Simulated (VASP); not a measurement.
Energy against volume of CuZn (CsCl type). Level of theory: PBE GGA with D3 dispersion (zero damping), VASP's PBE PAW potentials (set 64) (plane waves; VASP 6.6.1). Numerical set-up: 520 eV cut-off, 12×12×12 Γ-centred mesh, first-order Methfessel-Paxton smearing of 0.10 eV, potentials Zn Cu.

```csv
V (Å³/atom),E (eV/atom)
11.954,-2.92473
12.323,-2.93052
12.693,-2.92723
13.063,-2.91642
```

Problem. Fit these four points and predict the energy of the run at 11.584 Å³/atom.

Solution. A cubic in V^(−2/3), the third-order Birch-Murnaghan form, passes through the four points with V0 = 12.36 Å³/atom and B0 = 129 GPa, and gives -2.9079 eV/atom there. The run gave -2.9080 eV/atom, -0.1 meV/atom from the fit; all five points give B0 = 128 GPa.

The compound is CuZn in the CsCl type structure. It was relaxed first.
